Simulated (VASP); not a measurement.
# SnBrCl3 (P6_322) in VASP: relaxation of cell and atoms with PBE

Aim: the relaxation of cell and atoms of SnBrCl3 with PBE.

Everything below comes from runs of VASP 6.6.1. Logs are shortened: lines on timing, memory, paths and dates and some standing lists are left out, and cuts for length are marked.

## 1. Starting point

The structure is hexagonal, space group P6_322 (No. 182). Conventional cell: a = 7.081 Å, b = 7.081 Å, c = 6.617 Å, α = 90.00°, β = 90.00°, γ = 120.00°. Sn (site symmetry 32) is surrounded by 6 Cl at 2.95 Å. Br (site symmetry 32) is surrounded by 6 Cl at 2.75 Å. Around Cl (site symmetry 2) lie 2 Br at 2.75 Å and 2 Sn at 2.95 Å.

The cell was built by a generator and needn't be a form met in nature.

## 2. Relaxation of cell and atoms, PBE

INCAR

```
SYSTEM = SnBrCl3
  ALGO = Fast
  EDIFF = 1E-4
  EDIFFG = -0.08
  ENCUT = 520
  GGA = PE
  IBRION = 2
  ISIF = 3
  ISMEAR = 0
  LASPH = .TRUE.
  LCHARG = .FALSE.
  LREAL = Auto
  LWAVE = .FALSE.
  NELM = 60
  NSW = 24
  PREC = Normal
  SIGMA = 0.15
```

KPOINTS

```
k-points
0
G
  3 3 2
  0 0 0
```

POSCAR

```
SnBrCl3
1.0
    7.0814004500      0.0000000000      0.0000000000
   -3.5407002300      6.1326726900      0.0000000000
    0.0000000000      0.0000000000      6.6166837800
Sn Br Cl
2 2 6
Direct
    0.6666666700      0.3333333300      0.2500000000
    0.3333333300      0.6666666700      0.7500000000
    0.0000000000      0.0000000000      0.7500000000
    0.0000000000      0.0000000000      0.2500000000
    0.0000000000      0.6889029800      0.0000000000
    0.3110970200      0.3110970200      0.0000000000
    0.3110970200      0.0000000000      0.5000000000
    0.6889029800      0.0000000000      0.0000000000
    0.6889029800      0.6889029800      0.5000000000
    0.0000000000      0.3110970200      0.5000000000
```

Potentials or basis: VASP PAW PBE potentials, release 64 (Sn_d, Br, Cl).

Started as:

```sh
> cat potpaw_PBE.64/Sn_d/POTCAR potpaw_PBE.64/Br/POTCAR potpaw_PBE.64/Cl/POTCAR > POTCAR
> mpirun -np 1 vasp_std > vasp.out
```

OUTCAR:

```text
SYSTEM = SnBrCl3
   EDIFF = 1E-4
   EDIFFG = -0.08
   ENCUT = 520
   GGA = PE
   IBRION = 2
   ISIF = 3
   ISMEAR = 0
   LASPH = .TRUE.
   LREAL = Auto
   NELM = 60
   NSW = 24
   PREC = Normal

 ion  position               nearest neighbor table
   1  0.667  0.333  0.250-  10 2.95   8 2.95   7 2.95   5 2.95   6 2.95   9 2.95
   2  0.333  0.667  0.750-   5 2.95   7 2.95   8 2.95  10 2.95   9 2.95   6 2.95
   3  0.000  0.000  0.750-
   4  0.000  0.000  0.250-
   5  0.000  0.689  0.000-   2 2.95   1 2.95
   6  0.311  0.311  0.000-   1 2.95   2 2.95
   7  0.311  0.000  0.500-   2 2.95   1 2.95
   8  0.689  0.000  0.000-   1 2.95   2 2.95
   9  0.689  0.689  0.500-   2 2.95   1 2.95
  10  0.000  0.311  0.500-   1 2.95   2 2.95

  LATTYP: Found a hexagonal cell.
 ALAT       =     7.0814004500
 C/A-ratio  =     0.9343750331

  Lattice vectors:

 A1 = (   7.0814004500,   0.0000000000,   0.0000000000)
 A2 = (  -3.5407002300,   6.1326726900,   0.0000000000)
 A3 = (   0.0000000000,   0.0000000000,   6.6166837800)

Analysis of symmetry for initial positions (statically):
=====================================================================
 Subroutine PRICEL returns:
 Original cell was already a primitive cell.

 Routine SETGRP: Setting up the symmetry group for a
 hexagonal supercell.

 Subroutine GETGRP returns: Found 12 space group operations
 (whereof  6 operations were pure point group operations)
 out of a pool of 24 trial point group operations.

The static configuration has the point symmetry D_3 .
 The point group associated with its full space group is D_6 .

Analysis of symmetry for dynamics (positions and initial velocities):
=====================================================================
 Subroutine PRICEL returns:
 Original cell was already a primitive cell.

 Routine SETGRP: Setting up the symmetry group for a
 hexagonal supercell.

 Subroutine GETGRP returns: Found 12 space group operations
 (whereof  6 operations were pure point group operations)
 out of a pool of 24 trial point group operations.

The dynamic configuration has the point symmetry D_3 .
 The point group associated with its full space group is D_6 .

 Subroutine INISYM returns: Found 12 space group operations
 (whereof  6 operations are pure point group operations),
 and found     1 'primitive' translations

----------------------------------------------------------------------------------------

                                     Primitive cell

  volume of cell :     287.3488

  direct lattice vectors                    reciprocal lattice vectors
[... 105 lines left out ...]
  volume/ion in A,a.u.               =      28.73       193.91
  Fermi-wavevector in a.u.,A,eV,Ry     =   1.086504  2.053196 16.061566  1.180492
  Thomas-Fermi vector in A             =   2.222643
   LORBIT       =      0    0 simple, 1 ext, 2 COOP (PROOUT), +10 PAW based schemes
   GGA     = PE    functional components
   LHFCALC =     F    Hartree Fock is set to
   AEXX    =    0.0000 exact exchange contribution
   IVDW    =     0    specifies the selected vdW correction
   LEPSILON=     F    determine dielectric tensor
   LRPA    =     F    only Hartree local field effects (RPA)
 conjugate gradient relaxation of ions
 non-spin polarized calculation
 RMM-DIIS sequential band-by-band and
 Gauss-broadening in eV      SIGMA  =   0.15
  energy-cutoff  :      520.00
  volume of cell :      287.35
 maximum number of plane-waves:      7812
   NGX = 27   NGY = 27   NGZ = 25

--------------------------------------- Ionic step        1  -------------------------------------------

 number of electron      83.9999913 magnetization

 Free energy of the ion-electron system (eV)
  ---------------------------------------------------
  ext. energy  EPLUGINS =         0.00000000
  ---------------------------------------------------
  free energy    TOTEN  =       -22.58035554 eV

  energy without entropy =      -22.39944685  energy(sigma->0) =      -22.48990120

------------------------ aborting loop because EDIFF is reached ----------------------------------------

  FORCE on cell =-STRESS in cart. coord.  units (eV):
  Direction    XX          YY          ZZ          XY          YZ          ZX
  --------------------------------------------------------------------------------------
  -------------------------------------------------------------------------------------
  Total        5.6730304      5.6730304      8.5537702     -0.0000000      0.0000000      0.0000000
  in kB       31.6312511     31.6312511     47.6934613     -0.0000000      0.0000000      0.0000000
  external PRESSURE =      36.9853212 kB  Pullay stress =       0.0000000 kB
[... 113 lines left out ...]
  FREE ENERGIE OF THE ION-ELECTRON SYSTEM (eV)
  ---------------------------------------------------
  free  energy   TOTEN  =       -23.7322487859 eV

  energy  without entropy=      -23.4844981098  energy(sigma->0) =      -23.60837345

 E-fermi :   3.8633     XC(G=0):  -9.5321

 val. band max:        3.7682585284   @ k =   0.0000   0.0000   0.0000
 cond. band min:       3.8711802013   @ k =   0.0000   0.0000   0.5000
 fundamental gap:      0.1029216728
 Fermi energy:         3.8632967634

 k-point     1 :       0.0000    0.0000    0.0000
  band No.  band energies     occupation
      1     -18.3084      2.00000
      2     -18.3084      2.00000
      3     -18.2768      2.00000
      4     -18.2768      2.00000
      5     -18.1770      2.00000
      6     -18.1770      2.00000
[... 307 lines left out ...]
     49      10.7397      0.00000
     50      10.7405      0.00000

[... ionic steps 4 to 12 ...]

--------------------------------------- Ionic step       13  -------------------------------------------

 number of electron      84.0000019 magnetization

------------------------ aborting loop because EDIFF is reached ----------------------------------------
[... 83 lines left out ...]
--------------------------------------- Ionic step       15  -------------------------------------------

 number of electron      84.0000038 magnetization

 Free energy of the ion-electron system (eV)
  ---------------------------------------------------
  ext. energy  EPLUGINS =         0.00000000
  ---------------------------------------------------
  free energy    TOTEN  =       -26.42563297 eV

  energy without entropy =      -26.30596660  energy(sigma->0) =      -26.36579978

 E-fermi :   1.2937     XC(G=0):  -8.4608

 val. band max:        1.2164894319   @ k =   0.3333  -0.0000   0.0000
 cond. band min:       1.3142880606   @ k =   0.3333  -0.0000   0.0000
 fundamental gap:      0.0977986287
 Fermi energy:         1.2937047983

 k-point     1 :       0.0000    0.0000    0.0000
  band No.  band energies     occupation
      1     -20.2040      2.00000
      2     -20.2040      2.00000
      3     -20.1953      2.00000
      4     -20.1953      2.00000
      5     -20.1563      2.00000
      6     -20.1563      2.00000
[... 344 lines left out ...]
  FREE ENERGIE OF THE ION-ELECTRON SYSTEM (eV)
  ---------------------------------------------------
  free  energy   TOTEN  =       -26.4256329662 eV

  energy  without entropy=      -26.3059666038  energy(sigma->0) =      -26.36579978

 reached required accuracy - stopping structural energy minimisation
```

OSZICAR:

```text
N       E                     dE             d eps       ncg     rms          rms(c)
DAV:   1     0.954481107550E+03    0.95448E+03   -0.36487E+04   602   0.175E+03
DAV:   2     0.149479522226E+03   -0.80500E+03   -0.78666E+03   672   0.440E+02
DAV:   3    -0.117832565077E+02   -0.16126E+03   -0.15716E+03   752   0.186E+02
[... 157 lines left out ...]
RMM:   2    -0.264395960528E+02    0.88743E-02   -0.71678E-02   732   0.150E+00    0.722E-01
RMM:   3    -0.264310179085E+02    0.85781E-02   -0.19877E-02   817   0.717E-01    0.440E-01
RMM:   4    -0.264257823299E+02    0.52356E-02   -0.63997E-03   654   0.419E-01    0.120E-01
RMM:   5    -0.264256177270E+02    0.16460E-03   -0.19493E-03   722   0.223E-01    0.515E-02
RMM:   6    -0.264256329662E+02   -0.15239E-04   -0.36540E-04   513   0.113E-01
  15 F= -.26425633E+02 E0= -.26365800E+02  d E =-.697996E-02
```

CONTCAR:

```text
SnBrCl3
   1.00000000000000
     7.2675403362129218    0.0000000000448997    0.0000000000000000
    -3.6337701731990046    6.2938745601591197   -0.0000000000000000
    -0.0000000000000000   -0.0000000000000000    6.1537037765687197
  Sn              Br              Cl
     2     2     6
Direct
     0.6666666699999979    0.3333333300000021    0.2500000000000000
     0.3333333300000021    0.6666666699999979    0.7500000000000000
     0.0000000000000000    0.0000000000000000    0.7500000000000000
     0.0000000000000000    0.0000000000000000    0.2500000000000000
     0.0000000000004265    0.5661913090807972    0.0000000000000000
     0.4338086909212477    0.4338086909200120    0.0000000000000000
     0.4338086909216742    0.0000000000008094    0.5000000000000000
     0.5661913090783257    0.9999999999991908    0.0000000000000000
     0.5661913090787523    0.5661913090799882    0.5000000000000000
     0.9999999999995736    0.4338086909192028    0.5000000000000000

  0.00000000E+00  0.00000000E+00  0.00000000E+00
  0.00000000E+00  0.00000000E+00  0.00000000E+00
  0.00000000E+00  0.00000000E+00  0.00000000E+00
  0.00000000E+00  0.00000000E+00  0.00000000E+00
  0.00000000E+00  0.00000000E+00  0.00000000E+00
  0.00000000E+00  0.00000000E+00  0.00000000E+00
  0.00000000E+00  0.00000000E+00  0.00000000E+00
  0.00000000E+00  0.00000000E+00  0.00000000E+00
  0.00000000E+00  0.00000000E+00  0.00000000E+00
  0.00000000E+00  0.00000000E+00  0.00000000E+00
```

Run time: 6.2 min. Hardware: 1 thread of Intel Xeon Platinum 8488C (Sapphire Rapids), shared host; peak memory 0.29 GiB.

Results:

```yaml
Free_energy: -26.4256 eV
Relaxed_volume: 28.15 Å³/atom
Relaxed_cell: a = 7.268 Å, b = 7.268 Å, c = 6.154 Å, α = 90.00°, β = 90.00°, γ = 120.00°
Space_group_after_relaxing_to_0.05_Å: P6_322 (No. 182)
Energy_gained_by_relaxing: 384.5 meV/atom
Ionic_steps: 15
Pressure_after_relaxing: -0.1 GPa
Largest_force_after_relaxing: 0.011 eV/Å
Band_gap_on_the_k_mesh: none (metal or under the smearing width)
```

Forces in eV/Å, atoms in the order of the input:
```
Sn   0.000  0.000  0.000
Sn   0.000  0.000  0.000
Br   0.000  0.000  0.000
Br   0.000  0.000  0.000
Cl  -0.005  0.009  0.000
Cl  -0.005 -0.009  0.000
Cl  -0.011  0.000  0.000
Cl   0.011  0.000  0.000
Cl   0.005  0.009  0.000
Cl   0.005 -0.009  0.000
```

Stress tensor (GPa, compression positive):
```
 0.10  0.00  0.00
 0.00  0.10  0.00
 0.00  0.00 -0.45
```

The path:
| step | energy change (eV) | largest force (eV/Å) | pressure (GPa) | volume (Å³) |
| --- | --- | --- | --- | --- |
| 1 | 0.0000 | 1.7591 | 3.70 | 287.35 |
| 2 | -0.9949 | 1.0858 | -0.38 | 315.81 |
| 3 | -1.1519 | 0.8056 | -1.80 | 333.51 |
| 4 | -1.5774 | 0.7673 | -1.47 | 321.36 |
| 5 | -2.6356 | 0.7056 | -0.02 | 286.71 |
| 6 | -2.0942 | 0.1687 | 10.65 | 225.05 |
| 7 | -2.9305 | 0.5612 | 2.27 | 263.57 |
| 8 | -3.2942 | 0.3714 | 1.56 | 266.66 |
| 9 | -3.7842 | 0.0522 | 0.53 | 274.56 |
| 10 | -3.8324 | 0.0416 | 0.40 | 277.43 |
| 11 | -3.8320 | 0.0308 | 0.35 | 277.17 |
| 12 | -3.8380 | 0.0032 | -0.01 | 280.29 |
| 13 | -3.8379 | 0.0028 | -0.23 | 281.87 |
| 14 | -3.8383 | 0.0000 | -0.07 | 281.04 |
| 15 | -3.8453 | 0.0108 | -0.08 | 281.48 |

Final structure:
```yaml
crystal:
  lattice:
    - [7.26754, 0.00000, 0.00000]
    - [-3.63377, 6.29387, 0.00000]
    - [0.00000, 0.00000, 6.15370]
  atoms:
    - { symbol: Sn, position: [0.66667, 0.33333, 0.25000] }
    - { symbol: Sn, position: [0.33333, 0.66667, 0.75000] }
    - { symbol: Br, position: [0.00000, 0.00000, 0.75000] }
    - { symbol: Br, position: [0.00000, 0.00000, 0.25000] }
    - { symbol: Cl, position: [0.00000, 0.56619, 0.00000] }
    - { symbol: Cl, position: [0.43381, 0.43381, 0.00000] }
    - { symbol: Cl, position: [0.43381, 0.00000, 0.50000] }
    - { symbol: Cl, position: [0.56619, 0.00000, 0.00000] }
    - { symbol: Cl, position: [0.56619, 0.56619, 0.50000] }
    - { symbol: Cl, position: [0.00000, 0.43381, 0.50000] }
```

Caveat: the k mesh is coarse (spacing up to 0.47 Å⁻¹), so the values aren't converged; the relaxation stopped at a loose force limit of 0.08 eV/Å, so its end isn't a converged minimum.
